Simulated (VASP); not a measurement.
Here is the system:

```
WTe2
1.0
    3.47766     0.00000     0.00000
   -1.73883     3.01174     0.00000
    0.00000     0.00000    13.82425
W Te
2 4
Direct
  0.33333   0.66667   0.25000
  0.66667   0.33333   0.75000
  0.33333   0.66667   0.61927
  0.66667   0.33333   0.11927
  0.66667   0.33333   0.38073
  0.33333   0.66667   0.88073
```

Level of theory: LDA (Ceperley-Alder, Perdew-Zunger), VASP's LDA PAW potentials (set 64) (plane waves; VASP). Numerical set-up: 400 eV cut-off, Gaussian smearing of 0.050 eV, potentials W_sv Te.

Unless said otherwise, spin-orbit coupling is left out, though it shifts the bands of the heavy elements here.

Task: Give the energies of bands 17 to 30 at the high-symmetry points, in eV from the valence-band maximum.

Result: 
```csv
band,Γ,M,K,A,L,H
17,-1.96,-4.28,-4.56,-1.95,-3.81,-4.35
18,-1.94,-3.45,-4.20,-1.95,-3.81,-4.35
19,-1.94,-2.69,-3.66,-1.95,-2.63,-3.93
20,-1.21,-2.56,-3.66,-1.95,-2.63,-3.93
21,-1.01,-2.14,-3.36,-0.98,-2.12,-2.93
22,-1.01,-1.99,-3.36,-0.98,-2.12,-2.93
23,-0.96,-1.25,-1.95,-0.98,-1.17,-2.17
24,-0.96,-1.15,-1.95,-0.98,-1.17,-2.17
25,-0.45,-0.71,-0.35,-0.12,-0.54,-0.21
26,-0.01,-0.36,0.00,-0.12,-0.54,-0.21
27,3.08,1.74,1.09,3.11,1.76,1.09
28,3.08,1.78,1.09,3.11,1.76,1.09
29,3.22,1.81,1.22,3.11,2.07,1.80
30,3.23,2.22,2.52,3.12,2.07,1.80
```

The gap is indirect, 0.75 eV, from the valence maximum at K to the conduction minimum at K-Γ at 0.44.

The structure was generated: Te2W was put into the 2H-MoS2 type (P6_3/mmc), which need not be its known phase. It was relaxed first, which changed the volume by -19 %.
